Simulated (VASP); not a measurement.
Calculation: PBE GGA, VASP's PBE PAW potentials (set 64) (plane waves; VASP 6.6.1).

The input files of a VASP run:

File POSCAR:
```
Zn
1.0
  1.3300000000  -2.3036280000   0.0000000000
  1.3300000000   2.3036280000   0.0000000000
  0.0000000000   0.0000000000   4.9500000000
Zn
2
direct
  0.3333330000   0.6666670000   0.2500000000
  0.6666670000   0.3333330000   0.7500000000
```

File KPOINTS:
```
Automatic mesh
0
Gamma
14 14 7
0 0 0
```

**INCAR**
```
SYSTEM = Zn
PREC = Accurate; ENCUT = 300; LREAL = .False.
LASPH = .True.
EDIFF = 1E-6; NELM = 100; ALGO = Normal
LMAXMIX = 4
ISMEAR = -1; SIGMA = 0.05
GGA = PE
IBRION = 2; NSW = 50; ISIF = 3
EDIFFG = -0.01
LWAVE = .False.; LCHARG = .False.
```

POTCAR, in this order: Zn (PBE.64 set). Program: vasp_std.

At this cut-off the stress carries a Pulay error, which pulls relaxed volumes low.

What does the run give for the energy per atom (σ→0), volume per atom, band gap (on the k-mesh)?

The energy per atom (σ→0) is -1.106 eV/atom and the band gap (on the k-mesh) comes out as none (metal, semimetal or under 0.01 eV). The volume per atom comes out as 15.08 Å³/atom.

File OSZICAR:
```
...
   9 F= -.22129884E+01 E0= -.22114554E+01  d E =-.362043E-04
       N       E                     dE             d eps       ncg     rms          rms(c)
DAV:   1    -0.221299414974E+01   -0.52382E-05   -0.63653E-05  3488   0.110E-01    0.128E-02
DAV:   2    -0.221299299431E+01    0.11554E-05   -0.71390E-06  3288   0.551E-02    0.609E-03
DAV:   3    -0.221299184215E+01    0.11522E-05   -0.34563E-07  1552   0.105E-02    0.284E-03
DAV:   4    -0.221299079904E+01    0.10431E-05   -0.31518E-07  1656   0.694E-03    0.429E-04
DAV:   5    -0.221299080001E+01   -0.96998E-09   -0.89263E-08  1536   0.423E-03
  10 F= -.22129908E+01 E0= -.22114612E+01  d E =-.386124E-04
```

The structure is a typed Zn crystal (P6_3/mmc). This run relaxes it. Symmetry was kept, so distortions that lower it aren't found. The run is one of a series of settings (EDIFFG = -0.01, IBRION = 2, ISIF = 3, NSW = 50 against the base run), some of them coarse on purpose.
